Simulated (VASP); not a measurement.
Here is the system:

```
CELL_PARAMETERS angstrom
      3.10531     0.00000     0.00000
     -1.55265     2.68927     0.00000
      0.00000     0.00000     4.97532
ATOMIC_POSITIONS crystal
  Al 0.33333 0.66667 0.99666
  Al 0.66667 0.33333 0.49666
  N  0.33333 0.66667 0.37834
  N  0.66667 0.33333 0.87834
```

Level of theory: r2SCAN meta-GGA, VASP's PBE PAW potentials (set 64) (plane waves; VASP). Numerical set-up: 520 eV cut-off, 11×11×6 Γ-centred mesh, tetrahedra with Blöchl corrections, potentials Al N.

**Question.** Give the energies of bands 3 to 11 at the high-symmetry points, in eV from the valence-band maximum.

**Answer.** 
```tsv
band	Γ	M	K	A	L	H
3	-6.08	-5.52	-4.90	-3.38	-5.67	-4.88
4	-0.89	-4.23	-3.80	-3.38	-5.67	-4.88
5	-0.89	-3.39	-3.80	-0.57	-1.50	-3.93
6	-0.23	-2.14	-2.53	-0.57	-1.50	-3.93
7	-0.23	-1.77	-2.41	-0.57	-1.39	-0.81
8	0.00	-0.71	-2.41	-0.57	-1.39	-0.81
9	4.93	6.45	5.69	7.27	6.00	8.16
10	7.55	6.57	9.16	7.27	6.00	8.16
11	11.63	9.06	10.58	11.33	10.16	8.65
```

The gap is direct, 4.93 eV, from the valence maximum at Γ to the conduction minimum at Γ.

The structure was generated: AlN was put into the wurtzite type (P6_3mc), which need not be its known phase. It was relaxed first.
